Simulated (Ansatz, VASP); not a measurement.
# SnH5CN2Cl3: VASP beside Ansatz, part 2 of 2

One calculation is typed for both programs; each brings its own data sets. How far apart do they land? The cell is taken from a series of runs on this material, whose earlier steps may have relaxed, scaled, displaced or heated it; both programs get it as it stands.

VASP 6.6.1 and Ansatz 0.2.0.

So far: The structure; Ansatz: G0W0 gap, PBE.

## Step 3: VASP: G0W0 gap, PBE

Level of this step: G0W0 on PBE; plane waves and PAW (Sn_d_GW, H_GW, C_GW, N_GW, Cl_GW) (VASP).

The same cell, functional and mesh now go to VASP, with its own data sets.

Lines of VASP's logs that name or quote its potential files are left out, and so is its time.

The run reads the wave functions of an earlier VASP run, which isn't shown here.

The input, INCAR:

```
SYSTEM = SnH5CN2Cl3
PREC = Accurate
ENCUT = 450
ISMEAR = 0
SIGMA = 0.01
LREAL = .FALSE.
GGA = PE
NBANDS = 755
ALGO = EVGW0
NELMGW = 1
ENCUTGW = 140
NOMEGA = 64
PRECFOCK = Fast
NBANDSGW = 35
LWAVE = .FALSE.
LCHARG = .FALSE.
```

The input, POSCAR:

```
SnH5CN2Cl3
1.0
    6.0404870000      0.0000000000      0.0000000000
    0.0000000000      3.8591910000      4.0292684500
    0.0000000000     -3.8591910000      4.0292684500
Sn H C N Cl
1 5 1 2 3
Direct
    0.5000000000      0.3657528050      0.3657528050
    0.2019885572      0.7167666260      0.7167666260
    0.7980114428      0.7167666260      0.7167666260
    0.3296690576      0.9133964881      0.9133964881
    0.6703309424      0.9133964881      0.9133964881
    0.0000000000      0.0554070664      0.0554070664
    0.0000000000      0.9197288014      0.9197288014
    0.1905769662      0.8429629205      0.8429629205
    0.8094230338      0.8429629205      0.8429629205
    0.5000000000      0.8896958166      0.3439999912
    0.5000000000      0.3439999912      0.8896958166
    0.0000000000      0.4059614500      0.4059614500
```

The input, KPOINTS:

```
Automatic mesh
0
Gamma
2 2 2
0 0 0
```

PAW data sets: Sn_d_GW, H_GW, C_GW, N_GW and Cl_GW (PBE family, release 64).

On the command line:

```
$ export OMP_NUM_THREADS=3
$ mpirun -np 1 vasp_std
```

Numbers of over 12 decimals in the logs are rounded to 6 here.

Log:

```text
[banner, memory and clock lines left out]
running    1 mpi-ranks, on    1 nodes
 distrk:  each k-point on    1 cores,    1 groups
 distr:  one band on    1 cores,    1 groups
 Offloading initialized ...    1 GPUs detected
 POSCAR found type information on POSCAR SnH C N Cl
 POSCAR found :  5 types and      12 ions
|                                                                             |
|           W    W    AA    RRRRR   N    N  II  N    N   GGGG   !!!           |
|           W    W   A  A   R    R  NN   N  II  NN   N  G    G  !!!           |
|           W    W  A    A  R    R  N N  N  II  N N  N  G       !!!           |
|           W WW W  AAAAAA  RRRRR   N  N N  II  N  N N  G  GGG   !            |
|           WW  WW  A    A  R   R   N   NN  II  N   NN  G    G                |
|           W    W  A    A  R    R  N    N  II  N    N   GGGG   !!!           |
|                                                                             |
|     The default for ENCUTGWSOFT is different in this version of VASP.       |
|     please manually set ENCUTGWSOFT =140 in the INCAR file.                 |
|                                                                             |

 LDA part: xc-table for (Slater+PW92), standard interpolation
 found WAVECAR, reading the header
 POSCAR, INCAR and KPOINTS ok, starting setup
 FFT: planning ... GRIDC
 FFT: planning ... GRID_SOFT
 FFT: planning ... GRID
 reading WAVECAR
 the WAVECAR file was read successfully
 initial charge from wavefunction
 available memory per node:   1676.85 GB, setting MAXMEM to   1717090

 The Fermi energy was updated, please check that it is located mid-gap
 values below the HOMO (VB) or above the LUMO (CB) will cause erroneous energies
 E-fermi :   1.8957

 calculate exact exchange contribution
 the WAVEDER file was read successfully
energies w=
    0.000    0.000    0.473    0.000    0.945    0.000    1.415    0.000
    1.881    0.000    2.344    0.000    2.802    0.000    3.255    0.000
    3.702    0.000    4.143    0.000    4.578    0.000    5.006    0.000
    5.429    0.000    5.847    0.000    6.259    0.000    6.666    0.000
    7.069    0.000    7.468    0.000    7.865    0.000    8.259    0.000
    8.652    0.000    9.044    0.000    9.436    0.000    9.830    0.000
   10.225    0.000   10.624    0.000   11.027    0.000   11.436    0.000
   11.851    0.000   12.275    0.000   12.708    0.000   13.152    0.000
   13.609    0.000   14.081    0.000   14.570    0.000   15.079    0.000
   15.610    0.000   16.166    0.000   16.752    0.000   17.370    0.000
   18.027    0.000   18.726    0.000   19.476    0.000   20.283    0.000
   21.157    0.000   22.109    0.000   23.152    0.000   24.302    0.000
   25.579    0.000   27.009    0.000   28.623    0.000   30.462    0.000
   32.580    0.000   35.047    0.000   37.960    0.000   41.454    0.000
   45.722    0.000   51.053    0.000   57.894    0.000   66.987    0.000
   79.646    0.000   98.445    0.000  129.214    0.000  188.564    0.000
 responsefunction array rank=     712
 LDA part: xc-table for (Slater+PW92), standard interpolation

 min. memory requirement per mpi rank   1640.0 MB, per node   1640.0 MB

 allocating  64 responsefunctions rank=   712
 shmem allocating  64 responsefunctions rank=   712
 response function shared by NCSHMEM nodes    1
 Doing            64  frequencies on each core in blocks of            64
NQ=   1    0.0000    0.0000    0.0000,
|.........|.........|.........|.........|.........|.........|.........|.........
 performed        631000 updates of chi_q(r,r)
 total number of BLAS operations       2440.61 Gflops
NQ=   2    0.5000    0.0000    0.0000,
|.........|.........|.........|.........|.........|.........|.........|.........
 performed       1262000 updates of chi_q(r,r)
 total number of BLAS operations       5002.08 Gflops
NQ=   3    0.0000    0.5000    0.0000,
|.........|.........|.........|.........|.........|.........|.........|.........
 performed       1999000 updates of chi_q(r,r)
 total number of BLAS operations       7942.04 Gflops
NQ=   4    0.5000    0.5000    0.0000,
|.........|.........|.........|.........|.........|.........|.........|.........
 performed       2736000 updates of chi_q(r,r)
 total number of BLAS operations      10932.18 Gflops
NQ=   5    0.0000    0.5000    0.5000,
|.........|.........|.........|.........|.........|.........|.........|.........
 performed       3367000 updates of chi_q(r,r)
 total number of BLAS operations      13464.96 Gflops
NQ=   6    0.5000    0.5000    0.5000,
|.........|.........|.........|.........|.........|.........|.........|.........
 performed       3998000 updates of chi_q(r,r)
 total number of BLAS operations      15940.81 Gflops
 resolving degeneracies of screened two electron integrals

 calculate QP shifts <psi_nk| G(iteration)W_0 |psi_nk>: iteration 1
 entering main loop
```

From OUTCAR (step 3):

```text
ion  position               nearest neighbor table
   1  0.500  0.366  0.366-  10 2.66  11 2.66
   2  0.202  0.717  0.717-   8 1.02
   3  0.798  0.717  0.717-   9 1.02
   4  0.330  0.913  0.913-   8 1.01
   5  0.670  0.913  0.913-   9 1.01
   6  0.000  0.055  0.055-   7 1.09
   7  0.000  0.920  0.920-   6 1.09   8 1.31   9 1.31
   8  0.191  0.843  0.843-   4 1.01   2 1.02   7 1.31
   9  0.809  0.843  0.843-   5 1.01   3 1.02   7 1.31
  10  0.500  0.890  0.344-   1 2.66
  11  0.500  0.344  0.890-   1 2.66
  12  0.000  0.406  0.406-

  LATTYP: Found a base centered orthorhombic cell.
 ALAT       =     7.7183820000
 B/A-ratio  =     1.0440707521
 C/A-ratio  =     0.7826105264

 Subroutine GETGRP returns: Found  4 space group operations
 (whereof  4 operations were pure point group operations)

The static configuration has the point symmetry C_2v.

 Found      6 irreducible k-points:

   k-points           NKPTS =      6   k-points in BZ     NKDIM =      8   number of bands    NBANDS=    755

   dimension x,y,z NGX =    42 NGY =   40 NGZ =   40
   dimension x,y,z NGXF=    84 NGYF=   80 NGZF=   80

   ENCUT  =  450.0 eV  33.07 Ry    5.75 a.u.  10.45  9.65  9.65*2*pi/ulx,y,z

   NELECT =      54.0000    total number of electrons

  energy-cutoff  :      450.00
  volume of cell :      187.86
      direct lattice vectors                 reciprocal lattice vectors
     6.040487000  0.000000000  0.000000000     0.165549566  0.000000000 -0.000000000
     0.000000000  3.859191000  4.029268450    -0.000000000  0.129560833  0.124092005
     0.000000000 -3.859191000  4.029268450     0.000000000 -0.129560833  0.124092005

 k-points in reciprocal lattice and weights: Automatic mesh
   0.00000000  0.00000000  0.00000000       0.125
   0.50000000  0.00000000  0.00000000       0.125
   0.00000000  0.50000000  0.00000000       0.250
   0.50000000  0.50000000  0.00000000       0.250
   0.00000000  0.50000000  0.50000000       0.125
   0.50000000  0.50000000  0.50000000       0.125

 E-fermi :   1.8957

 QP shifts <psi_nk| G(iteration)W_0 |psi_nk>: iteration 1
 for sc-GW calculations column KS-energies equals QP-energies in previous step
 and V_xc(KS)=  KS-energies - (<T + V_ion + V_H > + <T+V_H+V_ion>^1  + <V_x>^1)
 k-point   1 :       0.0000    0.0000    0.0000
  band No.  KS-energies  QP-energies   sigma(KS)   V_xc(KS)     V^pw_x(r,r')   Z            occupation Imag(sigma)
    ...
     24      -1.4493      -2.4872     -15.5067     -14.0218     -18.3850       0.6990       2.0000       0.1301
     25      -1.2192      -2.1957     -15.4854     -14.0758     -18.3525       0.6927       2.0000       0.1391
     26      -1.0155      -2.0898     -15.1842     -13.6268     -18.1023       0.6898       2.0000       0.1357
     27      -0.7337      -1.8371     -15.3968     -13.7958     -18.3894       0.6892       2.0000       0.1377
     28       4.0022       5.1615     -11.8119     -13.3901      -7.9140       0.7346       0.0000      -0.1061
     29       5.0892       5.5673      -8.9659      -9.5973      -4.9574       0.7571       0.0000      -0.1001
     30       5.4455       5.8428     -10.8936     -11.4574      -6.6080       0.7047       0.0000      -0.1442
     31       6.2575       6.4853      -8.5259      -8.8323      -4.5036       0.7433       0.0000      -0.1233
    ...

 k-point   2 :       0.5000    0.0000    0.0000
  band No.  KS-energies  QP-energies   sigma(KS)   V_xc(KS)     V^pw_x(r,r')   Z            occupation Imag(sigma)
    ...
     24      -1.1088      -2.1979     -14.9990     -13.4160     -17.9254       0.6880       2.0000       0.1370
     25      -0.7919      -1.9138     -15.2675     -13.6371     -18.2696       0.6881       2.0000       0.1388
     26      -0.7631      -1.7106     -17.2103     -15.8771     -19.9483       0.7107       2.0000       0.1118
     27      -0.3928      -1.2535     -15.1747     -13.9603     -17.2394       0.7087       2.0000       0.1231
     28       3.4654       3.7895     -10.0476     -10.4921      -6.1906       0.7292       0.0000      -0.0962
     29       4.0586       5.2891     -12.0641     -13.7467      -8.0784       0.7313       0.0000      -0.1081
     30       5.6866       6.1498      -9.5955     -10.2210      -5.4514       0.7406       0.0000      -0.1150
     31       6.3018       6.7310     -10.9867     -11.5925      -6.5944       0.7084       0.0000      -0.1503
    ...

 k-point   3 :       0.0000    0.5000    0.0000
  band No.  KS-energies  QP-energies   sigma(KS)   V_xc(KS)     V^pw_x(r,r')   Z            occupation Imag(sigma)
    ...
     24      -1.0370      -2.0315     -16.6510     -15.2424     -19.4795       0.7060       2.0000       0.1210
     25      -1.0313      -2.1145     -15.1383     -13.5699     -18.0311       0.6906       2.0000       0.1364
     26      -0.8354      -1.9458     -15.1940     -13.5812     -18.1712       0.6885       2.0000       0.1385
     27      -0.3425      -1.1793     -15.1826     -14.0176     -16.9917       0.7182       2.0000       0.1208
     28       3.5985       3.9752     -10.1931     -10.7078      -6.2301       0.7319       0.0000      -0.0964
     29       4.0422       5.2605     -12.1171     -13.7828      -8.1697       0.7314       0.0000      -0.1072
     30       5.0399       5.4169     -10.8178     -11.3479      -6.7068       0.7111       0.0000      -0.1280
     31       6.0541       6.7534     -10.1324     -11.0750      -5.9129       0.7418       0.0000      -0.1109
    ...

 k-point   4 :       0.5000    0.5000    0.0000
  band No.  KS-energies  QP-energies   sigma(KS)   V_xc(KS)     V^pw_x(r,r')   Z            occupation Imag(sigma)
    ...
     24      -1.1041      -2.0951     -17.0511     -15.6675     -19.8162       0.7163       2.0000       0.1133
     25      -0.9668      -2.0651     -15.2001     -13.6110     -18.1367       0.6911       2.0000       0.1360
     26      -0.7055      -1.7986     -15.5261     -13.9492     -18.4672       0.6932       2.0000       0.1341
     27       0.4771      -0.2948     -15.2473     -14.1784     -16.7378       0.7222       2.0000       0.1090
     28       2.9596       3.2412      -9.6071      -9.9898      -5.8432       0.7360       0.0000      -0.0910
     29       3.3466       3.6784      -9.8890     -10.3396      -5.9972       0.7363       0.0000      -0.0932
     30       4.1519       5.4520     -12.3658     -14.1494      -8.3627       0.7289       0.0000      -0.1100
     31       5.7332       6.1480     -10.4494     -11.0201      -6.3149       0.7268       0.0000      -0.1271
    ...

[... 2 further parts left out ...]
```

## Step 4: Differences

Known differences besides the potentials themselves: fixed occupations in Ansatz, narrow Gaussian smearing in VASP; the cutoff is 420 eV in Ansatz and 450 eV in VASP; VASP leaves aspherical gradient terms in its spheres out (LASPH is not set), Ansatz keeps them; Ansatz integrates over frequency by contour deformation, VASP on a grid of NOMEGA points; Ansatz's G0W0 levels solve the quasiparticle equation, VASP's are linearised. Total energies have different zeros and are not compared.

Both answers:

```tsv
quantity	Ansatz	VASP	difference
G0W0 gap on the mesh (eV)	2.01	2.08	-0.06
Kohn-Sham gap under it (eV)	1.11	1.11	0.00
```

## Step 5: Results

```
difference in G0W0 gap on the mesh (G0W0 gap, PBE) : -0.063 eV
```

What this shows: The difference in G0W0 gap on the mesh is -0.063 eV (G0W0 gap, PBE). How closely two codes agree says nothing of how well the functional describes the real material.

[Lines on the potential files, build, host, timing and source positions are cut from VASP's logs without a mark.]

[Logs are printed without paths, hosts, clocks, repeated set-up lines and the standing remarks that a program may print on its own settings, such as how far it seeks lower states.]

[Hosts, paths, dates, database ids (printed as entryN), source tags and the programs' standing remarks are cut or masked in the printed files.]
